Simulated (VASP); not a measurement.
Output of a VASP run:

File OUTCAR:
```
 ion  position               nearest neighbor table
   1  0.000  0.000  0.000-   2 2.29   3 2.29   2 2.29   3 2.29   3 2.29   3 2.29   2 2.29   2 2.29
                             3 2.29   3 2.29   2 2.29   2 2.29
   2  0.333  0.667  0.500-   3 1.66   3 1.66   3 1.66   1 2.29   1 2.29   1 2.29   1 2.29   1 2.29
                             1 2.29
   3  0.667  0.333  0.500-   2 1.66   2 1.66   2 1.66   1 2.29   1 2.29   1 2.29   1 2.29   1 2.29
                             1 2.29
  LATTYP: Found a hexagonal cell.
 ALAT       =     2.8749722052
 C/A-ratio  =     1.0941760221
 Subroutine PRICEL returns:
 Original cell was already a primitive cell.
 Subroutine GETGRP returns: Found 24 space group operations
The static configuration has the point symmetry D_6h.
The dynamic configuration has the point symmetry D_6h.
 Subroutine INISYM returns: Found 24 space group operations
 Subroutine IBZKPT returns following result:
 Found    114 irreducible k-points:

 Following reciprocal coordinates:
            Coordinates               Weight
  0.000000  0.000000  0.000000      1.000000
  0.083333  0.000000  0.000000      6.000000
  0.166667  0.000000  0.000000      6.000000
  0.250000  0.000000  0.000000      6.000000
  0.333333  0.000000  0.000000      6.000000
  0.416667  0.000000  0.000000      6.000000
  0.500000  0.000000  0.000000      3.000000
  0.083333  0.083333  0.000000      6.000000
  0.166667  0.083333  0.000000     12.000000
  0.250000  0.083333  0.000000     12.000000
  0.333333  0.083333  0.000000     12.000000
  0.416667  0.083333  0.000000     12.000000
  0.166667  0.166667  0.000000      6.000000
  0.250000  0.166667  0.000000     12.000000
  0.333333  0.166667  0.000000     12.000000
  0.416667  0.166667  0.000000      6.000000
  0.250000  0.250000  0.000000      6.000000
  0.333333  0.250000  0.000000     12.000000
  0.333333  0.333333  0.000000      2.000000
  0.000000  0.000000  0.100000      2.000000
  0.083333  0.000000  0.100000     12.000000
  0.166667  0.000000  0.100000     12.000000
  0.250000  0.000000  0.100000     12.000000
  0.333333  0.000000  0.100000     12.000000
  0.416667  0.000000  0.100000     12.000000
  0.500000  0.000000  0.100000      6.000000
  0.083333  0.083333  0.100000     12.000000
  0.166667  0.083333  0.100000     24.000000
  0.250000  0.083333  0.100000     24.000000
  0.333333  0.083333  0.100000     24.000000
  0.416667  0.083333  0.100000     24.000000
  0.166667  0.166667  0.100000     12.000000
  0.250000  0.166667  0.100000     24.000000
  0.333333  0.166667  0.100000     24.000000
  0.416667  0.166667  0.100000     12.000000
  0.250000  0.250000  0.100000     12.000000
  0.333333  0.250000  0.100000     24.000000
  0.333333  0.333333  0.100000      4.000000
  0.000000  0.000000  0.200000      2.000000
  0.083333  0.000000  0.200000     12.000000
   k-points           NKPTS =    114   k-points in BZ     NKDIM =    114   number of bands    NBANDS=      8
   number of dos      NEDOS =    301   number of ions     NIONS =      3
   total plane-waves  NPLWV =  16128
   dimension x,y,z NGX =    24 NGY =   24 NGZ =   28
   dimension x,y,z NGXF=    48 NGYF=   48 NGZF=   56
   ions per type =               1   2
   PREC   = accura    normal or accurate (medium, high low for compatibility)
   ISTART =      0    job   : 0-new  1-cont  2-samecut
   ICHARG =      2    charge: 1-file 2-atom 10-const
   ISPIN  =      1    spin polarized calculation?
   LNONCOLLINEAR =      F non collinear calculations
   LSORBIT =      F    spin-orbit coupling
   INIWAV =      1    electr: 0-lowe 1-rand  2-diag
   ENCUT  =  620.0 eV  45.57 Ry    6.75 a.u.   5.84  5.84  6.39*2*pi/ulx,y,z
   NELM   =    100;   NELMIN=  2; NELMDL= -5     # of ELM steps
   EDIFF  = 0.1E-05   stopping-criterion for ELM
   LREAL  =      F    real-space projection
   NLSPLINE    = F    spline interpolate recip. space projectors
   LMAXMIX     =    2 max onsite mixed and CHGCAR
...
```

**OSZICAR**
```
       N       E                     dE             d eps       ncg     rms          rms(c)
DAV:   1     0.792983448232E+01    0.79298E+01   -0.46210E+03  1984   0.998E+02
DAV:   2    -0.187675269888E+02   -0.26697E+02   -0.25424E+02  2704   0.137E+02
DAV:   3    -0.189968837010E+02   -0.22936E+00   -0.22936E+00  2336   0.154E+01
DAV:   4    -0.189970872483E+02   -0.20355E-03   -0.20355E-03  2784   0.424E-01
DAV:   5    -0.189970873418E+02   -0.93521E-07   -0.93827E-07  2384   0.640E-03    0.612E+00
DAV:   6    -0.170760929843E+02    0.19210E+01   -0.29305E+00  2008   0.105E+01    0.286E+00
DAV:   7    -0.167091267276E+02    0.36697E+00   -0.17071E+00  2176   0.782E+00    0.795E-01
DAV:   8    -0.167007903936E+02    0.83363E-02   -0.13551E-01  1960   0.256E+00    0.402E-01
DAV:   9    -0.166932433898E+02    0.75470E-02   -0.17334E-02  2176   0.809E-01    0.606E-02
DAV:  10    -0.166930892961E+02    0.15409E-03   -0.10032E-03  2448   0.218E-01    0.168E-02
DAV:  11    -0.166930859764E+02    0.33197E-05   -0.20455E-05  2192   0.395E-02    0.279E-03
DAV:  12    -0.166930855348E+02    0.44169E-06   -0.34347E-06  2104   0.111E-02
   1 F= -.10368664E+02 E0= -.10368985E+02  d E =-.103687E+02
```

OUTCAR:
```
------------------------ aborting loop because EDIFF is reached ----------------------------------------
  FORCE on cell =-STRESS in cart. coord.  units (eV):
  Direction    XX          YY          ZZ          XY          YZ          ZX
  --------------------------------------------------------------------------------------
  Total        6.3653263      6.3653213      6.2987108      0.0000000      0.0000000      0.0000000
  in kB      452.9105034    452.9101504    448.1706280      0.0000000      0.0000000      0.0000000
  external PRESSURE =       1.3304273 kB  Pullay stress =     450.0000000 kB
  volume of cell :       22.52
      direct lattice vectors                 reciprocal lattice vectors
     1.437486523 -2.489798722  0.000000000     0.347829348 -0.200819446  0.000000000
     1.437486523  2.489798722  0.000000000     0.347829348  0.200819446  0.000000000
     0.000000000  0.000000000  3.145725651     0.000000000  0.000000000  0.317891676
 POSITION                                       TOTAL-FORCE (eV/Angst)
 -----------------------------------------------------------------------------------
      0.00000      0.00000      0.00000        -0.000000     -0.000000      0.000000
      1.43749      0.82993      1.57286        -0.000000      0.000000      0.000000
      1.43749     -0.82993      1.57286         0.000000     -0.000000      0.000000
 -----------------------------------------------------------------------------------
    total drift:                                0.000000     -0.000000      0.000000
  FREE ENERGIE OF THE ION-ELECTRON SYSTEM (eV)
  ---------------------------------------------------
  free  energy   TOTEN  =       -16.6930855348 eV

  energy  without entropy=      -16.6940479230  energy(sigma->0) =      -16.69340633
  enthalpy is  TOTEN    =       -10.3686642429 eV   P V=        6.3244212919

 reached required accuracy - stopping structural energy minimisation
```
(Selected blocks of OUTCAR.)

**POSCAR**
```
MgB2
1
    1.4374865227    -2.4897987223    -0.0000000000
    1.4374865227     2.4897987223     0.0000000000
   -0.0000000000    -0.0000000000     3.1457256511
Mg B
1 2
Direct
  1.0000000000   0.0000000000   0.0000000000
  0.3333330000   0.6666670000   0.5000000000
  0.6666670000   0.3333330000   0.5000000000
```

Task: Reconstruct the remaining input files.

Result: One answer among several that fit: the input of the run itself, LDA (Ceperley-Alder, Perdew-Zunger), plane waves, VASP's LDA PAW potentials (set 64).

File KPOINTS:
```
K-points
0
Gamma
 12 12 10
```

INCAR:
```
SYSTEM = MgB2
PREC = Accurate; ENCUT = 620; LREAL = F
LASPH = T
EDIFF = 1E-6; NELM = 100; ALGO = Normal
ISMEAR = 1; SIGMA = 0.1
IBRION = 2; NSW = 40; ISIF = 3
EDIFFG = -0.02; PSTRESS = 450
LWAVE = F; LCHARG = F
```

POTCAR, in this order: Mg B (LDA.64 set). Program: vasp_std.

The compound is MgB2 in the AlB2 type structure. It was relaxed first under an external pressure of 45 GPa.
